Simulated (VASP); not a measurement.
Level of theory: PBEsol GGA, VASP's PBE PAW potentials (set 64) (plane waves; VASP).

A VASP calculation is set up with these files.

**KPOINTS**
```
Regular mesh
0
G
  8 8 5
```

INCAR:
```
ISIF=4   # ions and shape, fixed volume
LREAL=.FALSE.   # projection in real space or not
SYSTEM=Se
ALGO=Normal
IBRION=2   # conjugate gradients
LWAVE=.FALSE.
EDIFFG=-0.01   # ionic stop
ISMEAR=0
NELM=100
LMAXMIX=4   # l cut-off of mixed one-centre charges
LCHARG=.FALSE.
SIGMA=0.05   # width (eV)
EDIFF=1E-7   # SCF stop (eV)
GGA=PS   # PBEsol
ENCUT=520
PREC=Accurate
NSW=30   # most ionic steps
LASPH=.TRUE.   # aspherical one-centre terms
```

File POSCAR:
```
Se
1
    1.9784480966    -3.4267726124     0.0000000000
    1.9784480966     3.4267726124     0.0000000000
    0.0000000000     0.0000000000     5.0224098824
Se
3
Direct
  0.0000000000   0.2490637901   0.6666670000
  0.7509362099   0.7509362099   0.0000000000
  0.2490637901   0.0000000000   0.3333330000
```

POTCAR, in this order: Se (PBE.64 set). Program: vasp_std.

The resulting files:

### OSZICAR
```
       N       E                     dE             d eps       ncg     rms          rms(c)
DAV:   1     0.824929021163E+02    0.82493E+02   -0.75253E+03  1040   0.117E+03
DAV:   2    -0.616624342018E+01   -0.88659E+02   -0.85385E+02  1383   0.178E+02
DAV:   3    -0.115264100421E+02   -0.53602E+01   -0.53251E+01  1270   0.505E+01
DAV:   4    -0.115723967429E+02   -0.45987E-01   -0.45943E-01  1150   0.545E+00
DAV:   5    -0.115727509484E+02   -0.35421E-03   -0.35419E-03  1265   0.466E-01    0.792E+00
DAV:   6    -0.115192305565E+02    0.53520E-01   -0.32642E-02  1130   0.131E+00    0.487E+00
DAV:   7    -0.115002851224E+02    0.18945E-01   -0.61327E-02  1115   0.177E+00    0.182E-01
DAV:   8    -0.114994010918E+02    0.88403E-03   -0.92713E-03  1060   0.697E-01    0.106E-01
DAV:   9    -0.114994386369E+02   -0.37545E-04   -0.24979E-04  1300   0.124E-01    0.318E-02
DAV:  10    -0.114994406199E+02   -0.19831E-05   -0.24241E-05  1155   0.381E-02    0.619E-03
DAV:  11    -0.114994408355E+02   -0.21558E-06   -0.63567E-06  1220   0.171E-02    0.365E-03
DAV:  12    -0.114994404748E+02    0.36076E-06   -0.12896E-06  1075   0.825E-03    0.104E-03
DAV:  13    -0.114994403405E+02    0.13427E-06   -0.22836E-07   715   0.320E-03    0.235E-04
DAV:  14    -0.114994402945E+02    0.45963E-07   -0.54060E-08   540   0.165E-03
   1 F= -.11499440E+02 E0= -.11499440E+02  d E =-.114994E+02
       N       E                     dE             d eps       ncg     rms          rms(c)
DAV:   1    -0.115238339668E+02   -0.24394E-01   -0.21092E+00  1040   0.904E+00    0.786E-01
DAV:   2    -0.115321579150E+02   -0.83239E-02   -0.10733E-01  1240   0.221E+00    0.222E-01
DAV:   3    -0.115311396784E+02    0.10182E-02   -0.14836E-03  1125   0.297E-01    0.118E-01
DAV:   4    -0.115309526426E+02    0.18704E-03   -0.97613E-04  1210   0.206E-01    0.351E-02
DAV:   5    -0.115309552788E+02   -0.26363E-05   -0.13002E-04  1065   0.808E-02    0.163E-02
DAV:   6    -0.115309543661E+02    0.91278E-06   -0.75097E-06  1160   0.217E-02    0.662E-03
DAV:   7    -0.115309541576E+02    0.20846E-06   -0.82572E-07  1230   0.760E-03    0.155E-03
DAV:   8    -0.115309541611E+02   -0.34692E-08   -0.13184E-07   611   0.263E-03
   2 F= -.11530954E+02 E0= -.11530954E+02  d E =-.315139E-01
       N       E                     dE             d eps       ncg     rms          rms(c)
DAV:   1    -0.115316065340E+02   -0.65238E-03   -0.21420E+00  1040   0.910E+00    0.757E-01
DAV:   2    -0.115403256009E+02   -0.87191E-02   -0.10936E-01  1235   0.222E+00    0.220E-01
DAV:   3    -0.115393715675E+02    0.95403E-03   -0.13517E-03  1125   0.287E-01    0.119E-01
DAV:   4    -0.115391800347E+02    0.19153E-03   -0.93393E-04  1195   0.203E-01    0.327E-02
DAV:   5    -0.115391833184E+02   -0.32837E-05   -0.13178E-04  1065   0.813E-02    0.163E-02
DAV:   6    -0.115391822709E+02    0.10475E-05   -0.77554E-06  1170   0.221E-02    0.681E-03
DAV:   7    -0.115391820398E+02    0.23118E-06   -0.72465E-07  1235   0.726E-03    0.173E-03
DAV:   8    -0.115391820432E+02   -0.34323E-08   -0.18211E-07   575   0.304E-03
   3 F= -.11539182E+02 E0= -.11539182E+02  d E =-.397417E-01
       N       E                     dE             d eps       ncg     rms          rms(c)
DAV:   1    -0.115392258559E+02   -0.43816E-04   -0.21575E-02  1040   0.915E-01    0.781E-02
DAV:   2    -0.115393162409E+02   -0.90385E-04   -0.10913E-03  1230   0.223E-01    0.210E-02
DAV:   3    -0.115393080151E+02    0.82258E-05   -0.12644E-05  1140   0.278E-02    0.114E-02
DAV:   4    -0.115393069481E+02    0.10670E-05   -0.89199E-06  1190   0.198E-02    0.299E-03
DAV:   5    -0.115393071582E+02   -0.21007E-06   -0.11842E-06  1060   0.773E-03    0.154E-03
DAV:   6    -0.115393071784E+02   -0.20187E-07   -0.55852E-08   535   0.193E-03
   4 F= -.11539307E+02 E0= -.11539307E+02  d E =-.398669E-01
       N       E                     dE             d eps       ncg     rms          rms(c)
DAV:   1    -0.115392902430E+02    0.16915E-04   -0.29994E-03  1040   0.341E-01    0.291E-02
DAV:   2    -0.115393030683E+02   -0.12825E-04   -0.15194E-04  1230   0.831E-02    0.783E-03
DAV:   3    -0.115393021119E+02    0.95644E-06   -0.17628E-06  1140   0.104E-02    0.425E-03
DAV:   4    -0.115393021660E+02   -0.54150E-07   -0.12462E-06  1195   0.740E-03    0.112E-03
DAV:   5    -0.115393022322E+02   -0.66229E-07   -0.15989E-07   588   0.290E-03
   5 F= -.11539302E+02 E0= -.11539302E+02  d E =-.398619E-01
       N       E                     dE             d eps       ncg     rms          rms(c)
DAV:   1    -0.115396436028E+02   -0.34144E-03   -0.12704E-02  1045   0.702E-01    0.596E-02
DAV:   2    -0.115395851793E+02    0.58423E-04   -0.32210E-04  1250   0.125E-01    0.315E-02
DAV:   3    -0.115395608085E+02    0.24371E-04   -0.56481E-05  1120   0.509E-02    0.720E-03
DAV:   4    -0.115395611625E+02   -0.35406E-06   -0.58183E-06  1210   0.168E-02    0.399E-03
DAV:   5    -0.115395611839E+02   -0.21399E-07   -0.10735E-07   675   0.256E-03
   6 F= -.11539561E+02 E0= -.11539561E+02  d E =-.258952E-03
       N       E                     dE             d eps       ncg     rms          rms(c)
DAV:   1    -0.115398942878E+02   -0.33313E-03   -0.28749E-02  1045   0.106E+00    0.897E-02
DAV:   2    -0.115397617933E+02    0.13249E-03   -0.72942E-04  1250   0.188E-01    0.473E-02
DAV:   3    -0.115397067011E+02    0.55092E-04   -0.12825E-04  1120   0.766E-02    0.109E-02
DAV:   4    -0.115397074626E+02   -0.76152E-06   -0.13195E-05  1210   0.253E-02    0.602E-03
DAV:   5    -0.115397075017E+02   -0.39123E-07   -0.24721E-07   881   0.385E-03
   7 F= -.11539708E+02 E0= -.11539708E+02  d E =-.405269E-03
```

### OUTCAR
```
------------------------ aborting loop because EDIFF is reached ----------------------------------------
  FORCE on cell =-STRESS in cart. coord.  units (eV):
  Direction    XX          YY          ZZ          XY          YZ          ZX
  --------------------------------------------------------------------------------------
  Total        0.7731397      0.7731397      0.7769655      0.0000000      0.0000000      0.0000000
  in kB       18.1893204     18.1893202     18.2793278      0.0000000      0.0000000      0.0000000
  external PRESSURE =      18.2193228 kB  Pullay stress =       0.0000000 kB
  volume of cell :       68.10
      direct lattice vectors                 reciprocal lattice vectors
     1.954262001 -3.384881064 -0.000000000     0.255851058 -0.147715678 -0.000000000
     1.954262001  3.384881064  0.000000000     0.255851058  0.147715678  0.000000000
     0.000000000 -0.000000000  5.147494609     0.000000000 -0.000000000  0.194269266
 POSITION                                       TOTAL-FORCE (eV/Angst)
 -----------------------------------------------------------------------------------
      2.46156     -2.50622      3.43166         0.001387      0.002403      0.000000
      2.89394     -0.00000      0.00000        -0.002775      0.000000      0.000000
      2.46156      2.50622      1.71583         0.001387     -0.002403     -0.000000
 -----------------------------------------------------------------------------------
    total drift:                               -0.000238     -0.000428      0.000012
  FREE ENERGIE OF THE ION-ELECTRON SYSTEM (eV)
  ---------------------------------------------------
  free  energy   TOTEN  =       -11.5397075017 eV

  energy  without entropy=      -11.5397075017  energy(sigma->0) =      -11.53970750

 reached required accuracy - stopping structural energy minimisation
```
(Selected blocks of OUTCAR.)

### CONTCAR
```
Se
   1.00000000000000
     1.9542620011591780   -3.3848810644080629   -0.0000000000000000
     1.9542620011591780    3.3848810644080629    0.0000000000000000
     0.0000000000000000   -0.0000000000000000    5.1474946090151832
  Se
     3
Direct
     0.9999999999996433    0.2595829839129383    0.6666669999999968
     0.7404170160874185    0.7404170160874185    0.0000000000000000
     0.2595829839129383    0.9999999999996433    0.3333330000000032
```

### OUTCAR
```
 val. band max:        4.2802948482   @ k =   0.3750   0.2500   0.4000

 cond. band min:       5.1621029903   @ k =   0.0000   0.0000   0.4000


 Fermi energy:         4.5418259210

 k-point     1 :       0.0000    0.0000    0.0000
  band No.  band energies     occupation
      1     -11.9486      2.00000
      2      -7.7363      2.00000
      3      -7.7363      2.00000
      4       0.7509      2.00000
      5       1.1125      2.00000
      6       1.1125      2.00000
      7       2.4872      2.00000
      8       2.4872      2.00000
      9       3.6985      2.00000
     10       5.7822      0.00000
     11       5.7822      0.00000
     12       6.5090      0.00000
     13      10.6252      0.00000

 k-point     2 :       0.1250    0.0000    0.0000
  band No.  band energies     occupation
      1     -11.8191      2.00000
      2      -7.7721      2.00000
      3      -7.6951      2.00000
      4      -0.1360      2.00000
      5       0.5454      2.00000
      6       0.9168      2.00000
      7       2.8009      2.00000
      8       3.2190      2.00000
      9       3.7528      2.00000
     10       5.4962      0.00000
     11       5.7128      0.00000
     12       6.4043      0.00000
     13      10.3229      0.00000

 k-point     3 :       0.2500    0.0000    0.0000
  band No.  band energies     occupation
      1     -11.4563      2.00000
      2      -7.9509      2.00000
      3      -7.5882      2.00000
      4      -1.1235      2.00000
      5      -0.1913      2.00000
      6       0.4558      2.00000
      7       2.5820      2.00000
      8       3.1988      2.00000
      9       3.5411      2.00000
     10       5.6380      0.00000
     11       5.8854      0.00000
     12       6.8811      0.00000
     13       9.3110      0.00000

 k-point     4 :       0.3750    0.0000    0.0000
  band No.  band energies     occupation
      1     -10.9698      2.00000
      2      -8.3282      2.00000
      3      -7.4701      2.00000
...
```

Without a dispersion term in the relaxation, distances and binding between the weakly bound layers, chains or molecules are unreliable, and so is what depends on them.

The compound is Se in the trig structure. This cell is one point of a volume scan, at 0.94 of the reference volume. Symmetry was kept, so distortions that lower it aren't found.
